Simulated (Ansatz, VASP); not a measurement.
# SiCl3 in two plane-wave programs

One calculation is typed for both programs; each brings its own data sets. How far apart do they land? The cell is generated by rule, not measured, and may not be a known phase. Of the first pair: The cell is taken from a series of runs on this material, whose earlier steps may have relaxed, scaled, displaced or heated it; both programs get it as it stands.

Main program and level: Ansatz 0.2.0; plane waves, with VASP 6.6.1 beside it; relaxation of cell and atoms at PBE.

## (1) Set-up

It takes space group Pm-3m (No. 221, cubic). Conventional cell: a = 4.735 Å, b = 4.735 Å, c = 4.735 Å, α = 90.00°, β = 90.00°, γ = 90.00°. Si has 6 Cl at 2.37 Å nearest. Cl has 2 Si at 2.37 Å nearest. Farther neighbours and most contacts between anions are not listed.

## (2) Ansatz: relaxation of cell and atoms, PBE, pair 1

Ansatz runs on norm-conserving files, of PseudoDojo where its log says so.

The relaxed volume is the usual yardstick between codes: in a stiff, nearly cubic crystal its relative difference is about their pressure difference at one cell divided by the bulk modulus.

Input file input.yaml:

```yaml
crystal:
  lattice:
    - [4.7345523295, 0.0, 0.0]
    - [0.0, 4.7345523295, 0.0]
    - [0.0, 0.0, 4.7345523295]
  atoms:
    - { symbol: Si, position: [0.0, 0.0, 0.0] }
    - { symbol: Cl, position: [0.5, 0.0, 0.0] }
    - { symbol: Cl, position: [0.0, 0.0, 0.5] }
    - { symbol: Cl, position: [0.0, 0.5, 0.0] }
kpoints:
  mp_grid: { grid: [10, 10, 10] }
hamiltonian:
  xc: pbe
  pseudopotentials: { kind: nc }
scf:
  occupations: { method: methfessel_paxton, width: 0.2 }
output:
  forces: true
  stress: true
  eigenvalues: true
relax:
  adjacent_minimum: "off"
  f_tol: 0.001
  max_steps: 60
  cell: { stress_tol: 0.01 }
```

Launch:

```bash
$ ansatz run input.yaml --threads 4 --pin off --max-ram 14336MiB --backend cpu --events-out ev --progress --plain --runs-dir out
```

Numbers of over 12 decimals in the logs are rounded to 6 here.

The program printed:

```text
Engine: ansatz 0.2.0, aarch64-unknown-linux-gnu
Pseudopotentials: kind: nc
Pseudopotential: Si, nc, valence charge 4, recommended cutoff 489.804952 eV (normal), Si.nc.azcp
Pseudopotential: Cl, nc, valence charge 7, recommended cutoff 789.130201 eV (normal), Cl.nc.azcp (PseudoDojo's, or run here from an input of PseudoDojo's: the run reads no file of this project's for it)
Functional definition: PBE
  parameter kappa = 0.804
  parameter beta = 0.066725
  exchange = pbe_x(kappa = kappa, mu = beta*pi^2/3)
  correlation = pbe_c(beta = beta)
Crystal: 4 atoms, lattice volume = 106.130 Å³
Basis set: ecut = 789.130201 eV, 5377 PW (Γ), exchange–correlation on 90×90×90 points (8 copies of the dense FFT grid, shifted against one another)
Bands: 17, of which v1, the nominal top of the filled ones, is band 13 counted from 1 (12 counted from 0)
Symmetry: 48 space group operations
Space group: Pm-3m (ITA 221), of the structure as read, at distance tolerance 4.7e-5 Å
k-points: 56 of 1000
Non-local potential: Si, projectors of the file, l = 0: 2, l = 1: 2, l = 2: 2
Non-local potential: Cl, projectors of the file, l = 0: 2, l = 1: 2, l = 2: 2
Initial density: superposition of atomic densities (chi_scale 0.1, normalization cell, long waves kept (reshape's long-wave potential 0.02 eV rms))
Initial wavefunctions: pseudopotential atomic-orbital guess
Functional: x = pbe(κ = 0.804, μ = 0.219515), c = pbe(β = 0.066725)
SCF iter   1: F=—  HF=-1456.343167 eV  |F-HF|=—  |Δ(HF+E_count)|=         —  Δρ=2.07e-2  dr2=4.44e-1  ethr=3.10e-3  ⟨swp⟩=8.9  Hψ=6651  notcnv=0
preconditioner: auto → Resta (q_TF=auto, 2.144 Å⁻¹)  ε∞=3.4  [insulator: Δε(μ)=0.179 eV  Ē_g=11.631 eV  σ=0.200 eV  W_gap=0.51  n_scr=18 (ndim 8)  ℏωp=18.0 eV  f_vac=0.143  D(μ)=0.53/eV (n_scr^D=0)  ε∞_Penn≈3.4]
SCF iter   2: F=—  HF=-1456.248421 eV  |F-HF|=—  |Δ(HF+E_count)|=   9.47e-2  S|Δr|=    0.00e0  Δρ=1.01e-2  dr2=6.67e-2  ethr=1.78e-3  ⟨swp⟩=2.9  Hψ=1877  notcnv=0
preconditioner: auto → none  [metal: Δε(μ)=0.064 eV  Ē_g=11.457 eV  σ=0.200 eV  W_gap=0.27  n_scr=18 (ndim 8)  ℏωp=18.0 eV  f_vac=0.152  D(μ)=0.55/eV (n_scr^D=0)]
SCF iter   3: F=—  HF=-1456.247297 eV  |F-HF|=—  |Δ(HF+E_count)|=   1.12e-3  S|Δr|=    0.00e0  Δρ=2.00e-3  dr2=3.44e-3  ethr=2.67e-4  ⟨swp⟩=2.4  Hψ=1569  notcnv=0
SCF iter   4: F=—  HF=-1456.247733 eV  |F-HF|=—  |Δ(HF+E_count)|=   4.36e-4  S|Δr|=    0.00e0  Δρ=2.51e-4  dr2=3.94e-5  ethr=1.38e-5  ⟨swp⟩=2.1  Hψ=1554  notcnv=0
SCF iter   5: F=—  HF=-1456.247767 eV  |F-HF|=—  |Δ(HF+E_count)|=   3.36e-5  S|Δr|=    0.00e0  Δρ=6.71e-5  dr2=2.44e-6  ethr=1.58e-7  ⟨swp⟩=2.4  Hψ=1632  notcnv=0  defer=9
SCF iter   6: F=-1456.247769 eV  HF=-1456.247769 eV  |F-HF|=2.67e-9  |Δ(HF+E_count)|=   1.98e-6  S|Δr|=    0.00e0  Δρ=2.84e-6  dr2=7.82e-9  ethr=4.00e-10  ⟨swp⟩=9.8  Hψ=6571  notcnv=0
SCF 1 converged in 6 iterations: F = -1456.247769 eV  dr2 = 7.82e-9
relax step   1: F+E_penalty+E_count = -1456.24776868 eV  Δ(F+E_penalty+E_count) = +0.000e0 eV  max|allowed force component| = 3.146e-29 eV/Å  Δτ_max = 0.0000 Å  P = +0.017 GPa  Ω = 106.130 Å³  (6 SCF iters, dr2 threshold 1.00e-7 eV, accepted)
[...]
relax step   2: F+E_penalty+E_count = -1456.24776721 eV  Δ(F+E_penalty+E_count) = +1.464e-6 eV  max|allowed force component| = 2.695e-30 eV/Å  Δτ_max = 0.0000 Å  P = +0.006 GPa  Ω = 106.156 Å³  energy of the carried Pulay correction = -3.380e-6 eV  (3 SCF iters, dr2 threshold 7.41e-10 eV, accepted)
[...]
relax step   3: F+E_penalty+E_count = -1456.24777154 eV  Δ(F+E_penalty+E_count) = -4.322e-6 eV  max|allowed force component| = 2.202e-30 eV/Å  Δτ_max = 0.0000 Å  P = +0.007 GPa  Ω = 106.156 Å³  stress off target by 6.52e-3 GPa  SCF on the basis re-selected at this cell (its energy is not comparable with the rows above)  (6 SCF iters)
basis re-selected at this cell: Δ(F+E_penalty+E_count) = -4.322e-6 eV, ΔP = +0.000 GPa vs the last step (what re-selecting the basis moved, of the pressure what is left beyond the Pulay correction that the steps carried, after the strain that the cell walked since its last selection, with what the two solves' SCF thresholds leave and, on support functions, any second-order correction that the steps lacked; it is no m [...]
SCF converged after 6 iterations
Stability not checked: this state was not tested for a lower state beside it, because cold or Methfessel-Paxton smearing, or corrected tetrahedra, fill the levels in a way that the test cannot read (fill_not_monotonic; see scf.lower_state_search)
Free energy (F): -1456.247772 eV
Harris-Foulkes:  -1456.247772 eV  (|F-HF|=4.55e-13)
Internal energy: -1456.251098 eV  (E = F + TS)
E sigma→0 (E₀):  -1456.248603 eV
Entropy (-TS):   0.003326 eV (0.832 meV/atom)
Fermi energy:    2.208243 eV
--- Per-component energies (eV) ---
  E_band       = -104.240882
  E_kinetic    = 495.764641
  E_local      = -1078.907841  (includes V_loc(G=0)·N_el)
  E_nonlocal   = 201.003228
  E_hartree    = 321.116497
  E_xc         = -407.071758
  E_vxc        = -364.333912  (∫ρ·V_xc dr)
  E_ewald      = -988.155865
  E_smearing   = 0.003326  (= −TS)
  E_closure    = -0.000000  (closes the sum)
  Σ components = -1456.247772   (vs F -1456.247772, Δ=0.00e0)
--- Forces (eV/Å), atoms counted from 1 ---
  atom   1  Si     0.00000000    -0.00000000     0.00000000
  atom   2  Cl     0.00000000     0.00000000    -0.00000000
  atom   3  Cl     0.00000000     0.00000000    -0.00000000
  atom   4  Cl     0.00000000     0.00000000    -0.00000000
  max |Σ_I F_I| component: 9.60e-30 eV/Å
--- Stress (GPa, compression-positive) ---
        0.006516       0.000000       0.000000
        0.000000       0.006516      -0.000000
        0.000000      -0.000000       0.006516
  P = ⅓ Tr σ = 0.0065 GPa (0.065 kbar)
--- Band table (eV; the first three rows and the last of 56) ---
  k-point 0: bands = [... 9 lower, 0.1529, 0.2364, 0.2364, 0.2364, 7.6351, 8.3154, 8.3154, 8.3154]
  k-point 1: bands = [... 9 lower, 0.1330, 0.2171, 0.2171, 0.2708, 7.7575, 8.3358, 8.4505, 8.4505]
  k-point 2: bands = [... 9 lower, 0.0815, 0.2083, 0.2083, 0.4568, 8.0896, 8.3908, 8.6582, 8.8154]
  k-point 55: bands = [... 9 lower, 1.0673, 1.0673, 1.0673, 4.1168, 4.1168, 4.1168, 6.3148, 8.3704]
--- Relaxed structure (2 steps of the walk, 2 accepted, 1 SCFs on fresh bases) ---
  F+E_penalty+E_count = -1456.24777154 eV   max|allowed force component| = 2.202e-30 eV/Å   (the final SCF, on the basis selected at the relaxed cell)
  cell:  # Å, volume = 106.1557 Å³
    - [4.734940, 0.0, 0.0]
    - [0.0, 4.734940, 0]
    - [0.0, 0, 4.734940]
  atoms:
    - { symbol: Si, position: [0, 0, 0] }
    - { symbol: Cl, position: [0.5, 0, 0] }
    - { symbol: Cl, position: [0, 0, 0.5] }
    - { symbol: Cl, position: [0, 0.5, 0] }
```

In the SCF lines HF is the Harris–Foulkes energy and dr2 the Hartree energy of the density residual, in eV; the loop may stop once dr2 is under the threshold and the program's other checks hold. Hψ counts applications of the Hamiltonian.

## (3) VASP: relaxation of cell and atoms, PBE, pair 1

The same cell, functional, mesh and smearing now go to VASP, with its own data sets.

Lines of VASP's logs that name or quote its potential files are left out, and so is its time.

Input file INCAR:

```
SYSTEM = SiCl3
PREC = Accurate
ENCUT = 500
EDIFF = 1E-07
NELM = 120
ISMEAR = 1
SIGMA = 0.2
LREAL = .FALSE.
ALGO = Normal
GGA = PE
NBANDS = 18
LORBIT = 11
LWAVE = .FALSE.
LCHARG = .FALSE.
ISIF = 3
IBRION = 2
NSW = 80
EDIFFG = -0.005
LASPH = .TRUE.
GGA_COMPAT = .FALSE.
NELMIN = 4
KPAR = 2
```

Input file POSCAR:

```
SiCl3
1.0
    4.7345520000      0.0000000000      0.0000000000
    0.0000000000      4.7345520000      0.0000000000
    0.0000000000      0.0000000000      4.7345520000
Si Cl
1 3
Direct
    0.0000000000      0.0000000000      0.0000000000
    0.5000000000      0.0000000000      0.0000000000
    0.0000000000      0.0000000000      0.5000000000
    0.0000000000      0.5000000000      0.0000000000
```

Input file KPOINTS:

```
Automatic mesh
0
Gamma
10 10 10
0 0 0
```

Potentials, in the order of the species: Si and Cl (PBE family, release 64).

Launch:

```bash
$ mpirun -np 2 vasp_std
```

The program printed:

```text
[banner, memory and clock lines left out]
running    2 mpi-ranks, on    1 nodes
 distrk:  each k-point on    1 cores,    2 groups
 distr:  one band on    1 cores,    1 groups

 POSCAR found type information on POSCAR SiCl
 POSCAR found :  2 types and       4 ions
 LDA part: xc-table for (Slater+PW92), standard interpolation
 POSCAR, INCAR and KPOINTS ok, starting setup
 FFT: planning ... GRIDC
 FFT: planning ... GRID_SOFT
 FFT: planning ... GRID
 WAVECAR not read
 entering main loop
       N       E                     dE             d eps       ncg     rms          rms(c)
DAV:   1     0.155134306122E+03    0.15513E+03   -0.10402E+04  2016   0.109E+03
DAV:   2    -0.133497867973E+01   -0.15647E+03   -0.15337E+03  2732   0.212E+02
DAV:   3    -0.136893077294E+02   -0.12354E+02   -0.12268E+02  2384   0.692E+01
DAV:   4    -0.138818704901E+02   -0.19256E+00   -0.19242E+00  2938   0.988E+00
DAV:   5    -0.138855787132E+02   -0.37082E-02   -0.37078E-02  2764   0.132E+00    0.999E+00
DAV:   6    -0.133938915393E+02    0.49169E+00   -0.83343E-01  2394   0.482E+00    0.624E+00
DAV:   7    -0.133546646980E+02    0.39227E-01   -0.31766E-01  2656   0.301E+00    0.193E+00
DAV:   8    -0.133531781390E+02    0.14866E-02   -0.41985E-02  2548   0.122E+00    0.238E-01
DAV:   9    -0.133531468457E+02    0.31293E-04   -0.19497E-03  2800   0.292E-01    0.990E-02
DAV:  10    -0.133531882686E+02   -0.41423E-04   -0.12831E-04  2540   0.790E-02    0.384E-02
DAV:  11    -0.133531982192E+02   -0.99506E-05   -0.33662E-05  2560   0.351E-02    0.945E-03
DAV:  12    -0.133531973271E+02    0.89208E-06   -0.68365E-06  2588   0.154E-02    0.266E-03
DAV:  13    -0.133531974213E+02   -0.94191E-07   -0.50463E-07  2670   0.478E-03
   1 F= -.13353197E+02 E0= -.13354309E+02  d E =-.133532E+02
 curvature:   0.00 expect dE= 0.000E+00 dE for cont linesearch  0.000E+00
 trial: gam= 0.00000 g(F)=  0.000E+00 g(S)=  0.116E-03 ort = 0.000E+00 (trialstep = 0.100E+01)
 search vector abs. value=  0.116E-03
 bond charge predicted
       N       E                     dE             d eps       ncg     rms          rms(c)
DAV:   1    -0.133537604613E+02   -0.56313E-03   -0.10876E-02  2364   0.643E-01    0.148E-01
DAV:   2    -0.133533109871E+02    0.44947E-03   -0.90735E-04  2328   0.174E-01    0.431E-02
DAV:   3    -0.133532536820E+02    0.57305E-04   -0.23661E-04  2402   0.823E-02    0.331E-02
DAV:   4    -0.133532525380E+02    0.11440E-05   -0.38093E-06  2606   0.136E-02    0.239E-02
DAV:   5    -0.133532544560E+02   -0.19180E-05   -0.74074E-06  2558   0.151E-02    0.400E-03
DAV:   6    -0.133532547210E+02   -0.26503E-06   -0.36556E-07  2434   0.396E-03    0.178E-03
DAV:   7    -0.133532549880E+02   -0.26695E-06   -0.20529E-08  1424   0.106E-03    0.543E-04
DAV:   8    -0.133532550388E+02   -0.50769E-07   -0.49862E-09  1386   0.577E-04
   2 F= -.13353255E+02 E0= -.13354370E+02  d E =-.576174E-04
 trial-energy change:   -0.000058  1 .order   -0.000056   -0.000116    0.000004
 step:   0.9711(harm=  0.9692)  dis= 0.00000  next Energy=   -13.353255 (dE=-0.577E-04)
 reached required accuracy - stopping structural energy minimisation
```

OUTCAR, selected parts (step 3):

```text
ion  position               nearest neighbor table
   1  0.000  0.000  0.000-   2 2.37   3 2.37   4 2.37   3 2.37   4 2.37   2 2.37
   2  0.500  0.000  0.000-   1 2.37   1 2.37
   3  0.000  0.000  0.500-   1 2.37   1 2.37
   4  0.000  0.500  0.000-   1 2.37   1 2.37

  LATTYP: Found a simple cubic cell.
 ALAT       =     4.7345520000

 Subroutine GETGRP returns: Found 48 space group operations
 (whereof 48 operations were pure point group operations)

The static configuration has the point symmetry O_h .

 Found     56 irreducible k-points:

   k-points           NKPTS =     56   k-points in BZ     NKDIM =     56   number of bands    NBANDS=     18

   dimension x,y,z NGX =    36 NGY =   36 NGZ =   36
   dimension x,y,z NGXF=    72 NGYF=   72 NGZF=   72

   ENCUT  =  500.0 eV  36.75 Ry    6.06 a.u.   8.63  8.63  8.63*2*pi/ulx,y,z

   NELECT =      25.0000    total number of electrons

 k-points in reciprocal lattice and weights: Automatic mesh
   0.00000000  0.00000000  0.00000000       0.001
   0.10000000  0.00000000  0.00000000       0.006
   0.20000000  0.00000000  0.00000000       0.006
   0.30000000  0.00000000  0.00000000       0.006
   0.40000000  0.00000000  0.00000000       0.006
   0.50000000  0.00000000  0.00000000       0.003
   0.10000000  0.10000000  0.00000000       0.012
   0.20000000  0.10000000  0.00000000       0.024
   0.30000000  0.10000000  0.00000000       0.024
[...]
0.50000000  0.50000000  0.40000000       0.006
   0.50000000  0.50000000  0.50000000       0.001

 average (electrostatic) potential at core
       1 -89.7206       2 -94.1382       3 -94.1382       4 -94.1382

 E-fermi :   1.3099

 k-point     1 :       0.0000    0.0000    0.0000
  band No.  band energies     occupation
    ...
      9      -0.7797      2.00000
     10      -0.7797      2.00000
     11      -0.6885      2.00000
     12      -0.6885      2.00000
     13      -0.6885      2.00000
     14       6.7183      0.00000
     15       7.4704      0.00000
     16       7.4704      0.00000
     17       7.4704      0.00000
     18       9.8793      0.00000

 k-point     2 :       0.1000    0.0000    0.0000
  band No.  band energies     occupation
    ...
      9      -0.8202      2.00000
     10      -0.7997      2.00000
     11      -0.7087      2.00000
     12      -0.7087      2.00000
     13      -0.6525      2.00000
     14       6.8411      0.00000
     15       7.4912      0.00000
     16       7.6065      0.00000
     17       7.6065      0.00000
     18       9.1949      0.00000

 k-point     3 :       0.2000    0.0000    0.0000
  band No.  band energies     occupation
    ...
      9      -0.9658      2.00000
     10      -0.8514      2.00000
     11      -0.7192      2.00000
     12      -0.7192      2.00000
     13      -0.4604      2.00000
     14       7.1757      0.00000
     15       7.5474      0.00000
     16       7.7843      0.00000
     17       7.9734      0.00000
     18       7.9734      0.00000

  Total        0.0018023      0.0018023      0.0018023      0.0000000      0.0000000      0.0000000
  in kB        0.0272635      0.0272635      0.0272635      0.0000000      0.0000000      0.0000000
  external PRESSURE =       0.0272635 kB  Pullay stress =       0.0000000 kB

  energy-cutoff  :      500.00
  volume of cell :      105.91
      direct lattice vectors                 reciprocal lattice vectors
     4.731316327  0.000000000  0.000000000     0.211357671  0.000000000  0.000000000
    -0.000000000  4.731316327  0.000000000    -0.000000000  0.211357671  0.000000000
    -0.000000000 -0.000000000  4.731316327    -0.000000000 -0.000000000  0.211357671

 POSITION                                       TOTAL-FORCE (eV/Angst)
 -----------------------------------------------------------------------------------
      0.00000      0.00000      0.00000        -0.000000     -0.000000      0.000000
      2.36566      0.00000      0.00000        -0.000000      0.000000      0.000000
     -0.00000     -0.00000      2.36566        -0.000000     -0.000000      0.000000
     -0.00000      2.36566      0.00000         0.000000      0.000000      0.000000
 -----------------------------------------------------------------------------------
    total drift:                               -0.000000     -0.000000     -0.000000

  FREE ENERGIE OF THE ION-ELECTRON SYSTEM (eV)
  ---------------------------------------------------
  free  energy   TOTEN  =       -13.3532550388 eV

  energy  without entropy=      -13.3565999019  energy(sigma->0) =      -13.35436999

 reached required accuracy - stopping structural energy minimisation

 total charge
# of ion       s       p       d       tot
------------------------------------------
    1        0.831   0.540   0.000   1.372
    2        1.606   3.505   0.000   5.111
    3        1.606   3.505   0.000   5.111
    4        1.606   3.505   0.000   5.111
--------------------------------------------------
tot          5.648  11.055   0.000  16.703

[... 3 further parts left out ...]
```

The run keeps the 48 symmetry operations of its start, so it cannot find a distortion of lower symmetry.

## (4) Side by side

Known differences besides the potentials themselves: the cutoff is 789.13 eV in Ansatz and 500 eV in VASP; Ansatz adds a Pulay correction to the stress that steers its cell, VASP none. Total energies have different zeros and are not compared.

The two programs side by side:

```
                                         quantity  Ansatz    VASP  difference
                                      volume (Å³)  106.16  105.91     +0.23 %
edge a after relaxation, in the typed setting (Å)   4.735   4.731     +0.08 %
```

(Part 1 of 2 ends here.)

[Lines on the potential files, build, host, timing and source positions are cut from VASP's logs without a mark.]

[Logs are printed without paths, hosts, clocks, repeated set-up lines and the standing remarks that a program may print on its own settings, such as how far it seeks lower states.]

[Hosts, paths, dates, database ids (printed as entryN), source tags and the programs' standing remarks are cut or masked in the printed files.]
